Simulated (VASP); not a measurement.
A run of VASP 6.6.1 is set up as follows.

The input INCAR:

```
SYSTEM = CaMg6Si
PREC     = Accurate       ! precision mode
ENCUT    = 520            ! plane-wave cutoff, eV
EDIFF    = 1E-7           ! SCF threshold, eV
ISMEAR   = -1             ! smearing method
SIGMA    = 0.05           ! smearing width, eV
LREAL    = .FALSE.        ! projectors in reciprocal space
LASPH    = .TRUE.         ! aspherical terms in the spheres
NELM     = 80             ! most SCF steps
ALGO     = Normal         ! electronic algorithm
ISIF     = 2              ! what is computed and relaxed
LWAVE    = .FALSE.        ! write WAVECAR
LCHARG   = .FALSE.        ! write CHGCAR
GGA      = PE             ! functional
NBANDS   = 23             ! bands
```

The input KPOINTS:

```
regular mesh
0
G
  5 5 5
  0 0 0
```

File POSCAR:

```
CaMg6Si
1.0
    5.0335570000      0.0000000000      0.0000000000
    0.0000000000      3.0693365000      5.9906745000
    0.0000000000     -3.0693365000      5.9906745000
Ca Si Mg
1 1 6
Direct
    0.5000000000      0.1794520000      0.1794520000
    0.5000000000      0.6463330000      0.6463330000
    0.0000000000      0.8175530000      0.8175530000
    0.0000000000      0.3431500000      0.3431500000
    0.0000000000      0.3348430000      0.8226450000
    0.0000000000      0.8226450000      0.3348430000
    0.5000000000      0.1782260000      0.6777940000
    0.5000000000      0.6777940000      0.1782260000
```

Potentials or basis: VASP PAW PBE potentials, release 64 (Ca_sv, Si, Mg).

The run is started by

```sh
$ cat potpaw_PBE.64/Ca_sv/POTCAR potpaw_PBE.64/Si/POTCAR potpaw_PBE.64/Mg/POTCAR > POTCAR
$ mpirun -np 1 vasp_std > vasp.out
```

(1) Predict the largest force.

(2) Predict the pressure.

Answers

(1) 0.082 eV/Å.

(2) 0.0 GPa.
